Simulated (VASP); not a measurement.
Li5GeF: single point with PBE

Crystal: Li5GeF.

```xyz
7
Lattice="3.7185 0.0000 0.0000 0.0000 3.7185 0.0000 0.0000 0.0000 8.6632" Properties=species:S:1:pos:R:3 pbc="T T T"
Li    1.8592    1.8592    0.0000
Li    1.8592    0.0000    6.1608
Li    0.0000    1.8592    2.5024
Li    1.8592    0.0000    2.5024
Li    0.0000    1.8592    6.1608
Ge    0.0000    0.0000    4.3316
F     0.0000    0.0000    0.0000
```

The cell was built by a generator and needn't be a form met in nature.

The cell isn't the ideal one: species swapped into the CeIn5Rh type (P4/mmm, No. 123).

* Program: VASP 6.6.1
* Task: single point
* Functional: PBE
* Potentials or basis: VASP PAW PBE potentials, release 64 (Li_sv, Ge_d, F)
* Cutoff: 520 eV
* k mesh: 10 × 10 × 6
* Occupations: gaussian, width 0.1 eV
* Spin: no spin polarisation
* Dipole correction: no
* Further INCAR settings: ALGO = Fast; EDIFF = 1e-07; NBANDS = 27

The band gap on the k mesh is none (metal or under the smearing width).

Levels at points of the mesh, in eV from the Fermi level:
```tsv
k point	band 16	band 17	band 18	band 19	band 20	band 21
(0.00, 0.00, 0.00)	-2.58	-1.69	0.80	1.07	1.07	3.81
(0.50, 0.00, 0.00)	-3.17	-1.80	-0.41	0.75	0.81	2.11
(0.50, 0.50, 0.00)	-1.73	-1.73	-1.58	-0.44	0.23	2.73
(0.00, 0.00, 0.50)	-3.05	-0.48	-0.34	1.06	1.06	4.23
(0.50, 0.00, 0.50)	-3.20	-2.03	-0.15	0.50	1.85	2.10
(0.50, 0.50, 0.50)	-1.76	-1.73	-1.73	-0.43	0.20	3.24
```

It took 13 min on 1 thread of AMD EPYC 9R45 (Zen 5), with other jobs on the host, peak memory 0.35 GiB.
